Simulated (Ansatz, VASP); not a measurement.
LiLu in VASP and in Ansatz

```
Li Lu
1.0
     0.00000    2.94285    2.94285
     2.94285    0.00000    2.94285
     2.94285    2.94285    0.00000
Li Lu
1 1
Direct
  0.50000 0.50000 0.50000
  0.00000 0.00000 0.00000
```

Alike in both runs: task relaxation of cell and atoms; functional PBE; k mesh 16 × 16 × 16; occupations gaussian, width 0.1 eV; no spin polarisation.

|  | VASP | Ansatz |
| --- | --- | --- |
| version | VASP 6.6.1 | Ansatz 0.2.0 |
| potentials or method | VASP PAW PBE potentials, release 64 (Li_sv, Lu) | scalar-relativistic, plane waves, PAW |
| plane-wave cutoff (eV) | 600 | 420 |
| valence electrons in the cell | 28 | 28 |

VASP gave:

| Item | Value |
| --- | --- |
| gap on the k mesh at the Fermi level, each at its own relaxed structure (eV) | none |
| relaxed volume (Å³/atom) | 25.55 |
| relaxed cell length with the largest relative difference (Å) | 4.165 |

Estimate Ansatz's values.

gap on the k mesh at the Fermi level, each at its own relaxed structure (eV): none; relaxed volume (Å³/atom): 25.59; relaxed cell length with the largest relative difference (Å): 4.167.

A gap of «none» marks a metal or a gap that the smearing closes.

Caveats: the cutoff is under 1.25 times the usual one of these potentials, so pressure, stress and relaxed cells hold a basis-set (Pulay) error (VASP). The runs have no spin-orbit coupling, so splittings on Lu are missing.
